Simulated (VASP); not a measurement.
An input for Quantum ESPRESSO's pw.x (written as the equivalent of a VASP run, and not itself run):

```
&CONTROL
  calculation = 'vc-relax'
  pseudo_dir = './pseudo'
  outdir = './out'
  tprnfor = .true.
  tstress = .true.
  nstep = 60
  forc_conv_thr = 0.00039
/
&SYSTEM
  ibrav = 0
  nat = 2
  ntyp = 2
  ecutwfc = 84
  occupations = 'smearing'
  smearing = 'methfessel-paxton'
  degauss = 0.00735
  input_dft = 'pbesol'
/
&ELECTRONS
  conv_thr = 7.3e-08
  electron_maxstep = 100
/
&IONS
/
&CELL
/
ATOMIC_SPECIES
  Si 28.085 Si.upf
  V 50.941 V.upf
CELL_PARAMETERS angstrom
     0.0000000    2.4166476    2.4166476
     2.4166476    0.0000000    2.4166476
     2.4166476    2.4166476    0.0000000
ATOMIC_POSITIONS crystal
  Si   0.0000000  0.0000000  0.0000000
  V    0.5000000  0.5000000  0.5000000
K_POINTS automatic
  12 12 12 0 0 0
```

Q: Write the VASP files for the same calculation (PBEsol).

A: This is not unique; one that fits is 
INCAR:
```
ALGO=Normal
EDIFF=1E-6
EDIFFG=-0.01
ENCUT=400
GGA=PS
IBRION=2
ISIF=3
ISMEAR=1
LASPH=.True.
LCHARG=.False.
LMAXMIX=4
LREAL=.False.
LWAVE=.False.
NELM=100
NSW=60
PREC=Accurate
SIGMA=0.1
SYSTEM=VSi
```

File KPOINTS:
```
Automatic
0
G
  12 12 12
```

### POSCAR
```
VSi
1.0
  0.0000000000   2.4166476498   2.4166476498
  2.4166476498   0.0000000000   2.4166476498
  2.4166476498   2.4166476498   0.0000000000
Si V
1 1
Cart
  0.0000000000   0.0000000000   0.0000000000
  2.4166476498   2.4166476498   2.4166476498
```

POTCAR, in this order: Si V_sv (PBE.64 set). Program: vasp_std.

The two are equivalent in intent, not identical: the potentials are each code's own (VASP's PAW set, PseudoDojo norm-conserving files in pw.x), so ENCUT and ecutwfc are chosen apart and not converted; conv_thr bounds pw.x's estimated SCF error, while EDIFF bounds the energy change between steps; forc_conv_thr acts on force components and is met together with etot_conv_thr.

The structure was generated: VSi was put into the rocksalt type (Fm-3m), which need not be its known phase. This run relaxes it. Symmetry was kept, so distortions that lower it aren't found. The start is the result of an earlier pass.
